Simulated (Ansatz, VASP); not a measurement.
One calculation of BiP, two programs

```
Bi P
1.0
     4.40003    0.00000    0.00000
     0.00000    4.40003    0.00000
     0.00000    0.00000    6.17596
Bi P
2 2
Direct
  0.00000 0.00000 0.00000
  0.50000 0.50000 0.00000
  0.00000 0.50000 0.24498
  0.50000 0.00000 0.75502
```

Alike in both runs: task single point; functional PBE; dispersion D3(BJ); k mesh 4 × 4 × 4; occupations gaussian, width 0.1 eV; no spin polarisation.

```csv
,VASP,Ansatz
version,VASP 6.6.1,Ansatz 0.2.0
potentials or method,"VASP PAW PBE potentials, release 64 (Bi_d, P)","scalar-relativistic, plane waves, PAW"
plane-wave cutoff (eV),520,420
valence electrons in the cell,40,40
```

Ansatz gave:

```
gap on the k mesh at the Fermi level (eV)       : none
pressure (GPa)                                  : 15.4
largest component of the traceless stress (GPa) : 10.87
rms of the force components (eV/Å)              : 0.781
```

Task: What did VASP give for the same quantities?

Result: gap on the k mesh at the Fermi level (eV): none; pressure (GPa): 15.3; largest component of the traceless stress (GPa): 10.82; rms of the force components (eV/Å): 0.781.

Atom by atom the forces differ by 0.000 eV/Å (rms over components). A gap of «none» marks a metal or a gap that the smearing closes. The functional is the same, so the differences come from potentials, cutoffs and numerics.

Caveats: so large a pressure means that the cell lies far from this level's equilibrium, or that cutoff or potentials fall short (VASP); spin-orbit coupling is left out, which moves the levels of the heavy elements; forces of over 1 eV/Å show positions far from the minimum, so gaps and moduli don't describe the material at rest.
